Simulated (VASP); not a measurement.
Input for VASP

### KPOINTS
```
kpoints
0
gamma
12 12 12
0 0 0
```

**POSCAR**
```
TiCo
2.990270
  1.0000001593   0.0000000000   0.0000000000
  0.0000000000   1.0000001593   0.0000000000
  0.0000000000   0.0000000000   1.0000001593
Ti Co
1 1
Direct
  0.0000000000   0.0000000000   0.0000000000
  0.5000000000   0.5000000000   0.5000000000
```

**INCAR**
```
AGGAC  =  0.0
ALGO  =  Normal
EDIFF  =  1E-7
ENCUT  =  520
GGA  =  ML
ISIF  =  2
ISMEAR  =  1
LASPH  =  .TRUE.
LCHARG  =  .FALSE.
LMAXMIX  =  4
LREAL  =  .FALSE.
LUSE_VDW  =  .TRUE.
LWAVE  =  .FALSE.
NELM  =  100
PREC  =  Accurate
SIGMA  =  0.1
SYSTEM  =  TiCo
ZAB_VDW  =  -1.8867
```

POTCAR, in this order: Ti_sv Co (PBE.64 set). Program: vasp_std.

Question: Write an equivalent input for Quantum ESPRESSO's pw.x.

Answer: One equivalent input (not run):
```
&CONTROL
  calculation = 'scf'
  pseudo_dir = './pseudo'
  outdir = './out'
  tprnfor = .true.
  tstress = .true.
/
&SYSTEM
  ibrav = 0
  nat = 2
  ntyp = 2
  ecutwfc = 96
  occupations = 'smearing'
  smearing = 'methfessel-paxton'
  degauss = 0.00735
  input_dft = 'vdw-df2'
/
&ELECTRONS
  conv_thr = 7.3e-09
  electron_maxstep = 100
/
ATOMIC_SPECIES
  Ti 47.867 Ti.upf
  Co 58.933 Co.upf
CELL_PARAMETERS angstrom
     2.9902705    0.0000000    0.0000000
     0.0000000    2.9902705    0.0000000
     0.0000000    0.0000000    2.9902705
ATOMIC_POSITIONS crystal
  Ti   0.0000000  0.0000000  0.0000000
  Co   0.5000000  0.5000000  0.5000000
K_POINTS automatic
  12 12 12 0 0 0
```
What does not carry over: the potentials are each code's own (VASP's PAW set, PseudoDojo norm-conserving files in pw.x), so ENCUT and ecutwfc are chosen apart and not converted; conv_thr bounds pw.x's estimated SCF error, while EDIFF bounds the energy change between steps.

The compound is TiCo in the CsCl type structure. This cell is one point of a volume scan, at 0.97 of the reference volume.
